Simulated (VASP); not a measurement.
Input for VASP

### POSCAR
```
SrO
3.6814280
  0.0000000000   0.7071068618   0.7071068618
  0.7071068618   0.0000000000   0.7071068618
  0.7071068618   0.7071068618   0.0000000000
Sr O
1 1
Cart
  0.7071068618   0.7071068618   0.7071068618
  0.0000000000   0.0000000000   0.0000000000
```

### KPOINTS
```
Automatic mesh
0
Gamma
7 7 7
0 0 0
```

INCAR:
```
! general
SYSTEM   =  SrO
PREC     =  Accurate
ENCUT    =  400
LREAL    =  F
LASPH    =  T

! electronic loop
EDIFF    =  1E-6
NELM     =  100
ALGO     =  Normal
LMAXMIX  =  4

! smearing
ISMEAR   =  0
SIGMA    =  0.02

! functional
GGA      =  RE

! ions
ISIF     =  2

! output
LWAVE    =  F
LCHARG   =  F
```

POTCAR, in this order: Sr_sv O (PBE.64 set). Program: vasp_std.

Problem. Write an equivalent input for Quantum ESPRESSO's pw.x.

Solution. One equivalent input (not run):
```
&CONTROL
  calculation = 'scf'
  pseudo_dir = './pseudo'
  outdir = './out'
  tprnfor = .true.
  tstress = .true.
/
&SYSTEM
  ibrav = 0
  nat = 2
  ntyp = 2
  ecutwfc = 84
  occupations = 'smearing'
  smearing = 'gaussian'
  degauss = 0.00147
  input_dft = 'revpbe'
/
&ELECTRONS
  conv_thr = 7.3e-08
  electron_maxstep = 100
/
ATOMIC_SPECIES
  Sr 87.620 Sr.upf
  O 15.999 O.upf
CELL_PARAMETERS angstrom
     0.0000000    2.6031630    2.6031630
     2.6031630    0.0000000    2.6031630
     2.6031630    2.6031630    0.0000000
ATOMIC_POSITIONS crystal
  Sr   0.5000000  0.5000000  0.5000000
  O    0.0000000  0.0000000  0.0000000
K_POINTS automatic
  7 7 7 0 0 0
```
The two are equivalent in intent, not identical: the potentials are each code's own (VASP's PAW set, PseudoDojo norm-conserving files in pw.x), so ENCUT and ecutwfc are chosen apart and not converted; conv_thr bounds pw.x's estimated SCF error, while EDIFF bounds the energy change between steps.

The structure comes from a computed database's SrO entry; how it stands against other phases isn't given here. The cell was not relaxed at this level.
